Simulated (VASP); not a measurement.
The input files of a VASP run:

File POSCAR:
```
MoS2
6.737770
  0.2363022187   0.1364291153   0.9620542108
 -0.2363022187   0.1364291153   0.9620542108
  0.0000000000  -0.2728582305   0.9620542108
Mo S
1 2
Cartesian
 -0.0000000000   0.0000000000   2.8855276767
  0.0000000000  -0.0000000000   1.1918033390
 -0.0000000000   0.0000000000   0.7310736533
```

KPOINTS:
```
Automatic mesh
0
Gamma
10 10 10
0 0 0
```

INCAR:
```
NELM  =  100   ! most electronic steps
LREAL  =  .FALSE.
GGA  =  PE
PREC  =  Accurate
LWAVE  =  .FALSE.
ISMEAR  =  0
SYSTEM  =  MoS2
LASPH  =  .TRUE.
ENCUT  =  300   ! plane-wave cut-off (eV)
ALGO  =  Normal   ! blocked Davidson
ISIF  =  2
SIGMA  =  0.01   ! width (eV)
EDIFF  =  1E-6   ! SCF stop (eV)
LCHARG  =  .FALSE.
LMAXMIX  =  4   ! l cut-off of mixed one-centre charges
```

POTCAR, in this order: Mo_sv S (PBE.64 set). Program: vasp_std.

Task: Write an equivalent input for Quantum ESPRESSO's pw.x.

Result: One equivalent input (not run):
```
&CONTROL
  calculation = 'scf'
  pseudo_dir = './pseudo'
  outdir = './out'
  tprnfor = .true.
  tstress = .true.
/
&SYSTEM
  ibrav = 0
  nat = 3
  ntyp = 2
  ecutwfc = 80
  occupations = 'smearing'
  smearing = 'gaussian'
  degauss = 0.000735
  input_dft = 'pbe'
/
&ELECTRONS
  conv_thr = 7.3e-08
  electron_maxstep = 100
/
ATOMIC_SPECIES
  Mo 95.950 Mo.upf
  S 32.060 S.upf
CELL_PARAMETERS angstrom
     1.5921500    0.9192280    6.4821000
    -1.5921500    0.9192280    6.4821000
     0.0000000   -1.8384560    6.4821000
ATOMIC_POSITIONS crystal
  Mo   0.9997800  0.9997800  0.9997800
  S    0.4129370  0.4129370  0.4129370
  S    0.2533030  0.2533030  0.2533030
K_POINTS automatic
  10 10 10 0 0 0
```
Limits of the translation: the potentials are each code's own (VASP's PAW set, PseudoDojo norm-conserving files in pw.x), so ENCUT and ecutwfc are chosen apart and not converted; conv_thr bounds pw.x's estimated SCF error, while EDIFF bounds the energy change between steps.

The structure comes from a computed database's MoS2 entry; how it stands against other phases isn't given here. The cell was not relaxed at this level.
